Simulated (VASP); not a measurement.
Method: PBEsol GGA, VASP's PBE PAW potentials (set 64) (plane waves; VASP).

A VASP calculation is set up with these files.

### KPOINTS
```
Automatic
0
gamma
  12 12 10
```

### POSCAR
```
FePt
1
    2.6858778018     0.0000000000     0.0000000000
    0.0000000000     2.6858778018     0.0000000000
    0.0000000000     0.0000000000     3.7129745387
Fe Pt
1 1
Direct
  0.0000000000   0.0000000000   0.0000000000
  0.5186158879   0.5000000000   0.5000000000
```

### INCAR
```
SYSTEM = FePt
PREC = Accurate; ENCUT = 480; LREAL = .FALSE.
LASPH = .TRUE.
EDIFF = 1E-7; NELM = 100; ALGO = Normal
LMAXMIX = 6
ISMEAR = 1; SIGMA = 0.1
GGA = PS
MAGMOM = 2.9 0.3
ISPIN = 2
ISIF = 2
LWAVE = .FALSE.; LCHARG = .FALSE.; LORBIT = 10
```

POTCAR, in this order: Fe Pt (PBE.64 set). Program: vasp_std.

Unless said otherwise, spin-orbit coupling is left out, though it shifts the bands of the heavy elements here.

Question: What does the run give for the energy per atom (σ→0), cell moment, largest force, band gap (on the k-mesh)?

Answer: 
| Quantity | Result |
|---|---|
| energy per atom (σ→0) | -8.141 eV/atom |
| cell moment | 3.19 μB |
| band gap (on the k-mesh) | none (metal, semimetal or under 0.01 eV) |
| largest force | 0.219 eV/Å |

File OSZICAR:
```
...
DAV:  10    -0.162817773827E+02    0.10984E-01   -0.34375E-02 26946   0.355E+00    0.792E-01
DAV:  11    -0.162814069939E+02    0.37039E-03   -0.47788E-03 25001   0.120E+00    0.324E-01
DAV:  12    -0.162815058384E+02   -0.98844E-04   -0.47765E-04 24502   0.323E-01    0.101E-01
DAV:  13    -0.162815187911E+02   -0.12953E-04   -0.97488E-05 22699   0.120E-01    0.394E-02
DAV:  14    -0.162815131130E+02    0.56781E-05   -0.11950E-05 24295   0.677E-02    0.132E-02
DAV:  15    -0.162815127726E+02    0.34036E-06   -0.12905E-06 25046   0.213E-02    0.499E-03
DAV:  16    -0.162815127978E+02   -0.25184E-07   -0.32108E-07 16006   0.127E-02
   1 F= -.16281513E+02 E0= -.16281251E+02  d E =-.786627E-03  mag=     3.1948
```

The compound is FePt in the L1_0 structure. This cell was strained or had an atom moved on purpose.
